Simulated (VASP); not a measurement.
Consider the following.

```yaml
crystal:
  lattice:
    - [0.00000, 2.51754, 2.51754]
    - [2.51754, 0.00000, 2.51754]
    - [2.51754, 2.51754, 0.00000]
  atoms:
    - { symbol: Li, position: [0.00000, 0.00000, 0.00000] }
    - { symbol: Cl, position: [0.50000, 0.50000, 0.50000] }
```

Method: PW91 GGA, VASP's PBE PAW potentials (set 64) (plane waves; VASP). Settings: 520 eV cut-off, 9×9×9 Γ-centred mesh, Gaussian smearing of 0.050 eV, potentials Li_sv Cl.

Q: Give the stress tensor in GPa (positive for a compressed cell).

A: 
```
2.31  0.00  0.00
0.00  2.31  0.00
0.00  0.00  2.31
```
The pressure is its mean diagonal, 2.31 GPa.

The compound is LiCl in the rock salt structure. This cell is one point of a volume scan, at 0.94 of the reference volume.
